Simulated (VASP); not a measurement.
Here is the system:

```
CELL_PARAMETERS angstrom
      4.01039     0.00000     0.00000
      0.00000     4.01039     0.00000
      0.00000     0.00000     4.01039
ATOMIC_POSITIONS crystal
  Ba 0.00000 0.00000 0.00000
  Hf 0.50000 0.50000 0.50000
  O  0.50000 0.00000 0.50000
  O  0.00000 0.50000 0.50000
  O  0.50000 0.50000 0.00000
```

Calculation: PBE GGA, VASP's PBE PAW potentials (set 64) (plane waves; VASP). Numerical set-up: 620 eV cut-off, 6×6×6 Γ-centred mesh, Gaussian smearing of 0.050 eV, potentials Ba_sv Hf_pv O.

Energy and stress use the plane-wave basis of the starting cell.

**Question.** The ions, cell shape and volume at an external pressure of 45.0 GPa are relaxed. Predict the relaxed structure.

**Answer.** 
```
CELL_PARAMETERS angstrom
      3.94691     0.00000     0.00000
      0.00000     3.94691     0.00000
      0.00000     0.00000     3.94691
ATOMIC_POSITIONS crystal
  Ba 0.00000 0.00000 0.00000
  Hf 0.50000 0.50000 0.50000
  O  0.50000 0.00000 0.50000
  O  0.00000 0.50000 0.50000
  O  0.50000 0.50000 0.00000
```
Space group Pm-3m (221), at a tolerance of 0.03 Å.

**Question.** How do energy and volume change from the first to the last step?

**Answer.** The energy (σ→0) changes by +139.8 meV/atom and the volume by -4.7 %, in 4 ionic steps.

```csv
step,E(σ→0) (eV),max force (eV/Å),pressure (GPa),volume (Å³)
1,-42.7589,0.000,29.99,64.50
2,-38.6824,0.000,103.01,53.86
3,-42.0966,0.000,44.16,61.62
4,-42.0601,0.000,44.85,61.49
```

The compound is BaHfO3 in the cubic perovskite structure. This run relaxes it under an external pressure of 45 GPa. Symmetry was kept, so distortions that lower it aren't found.
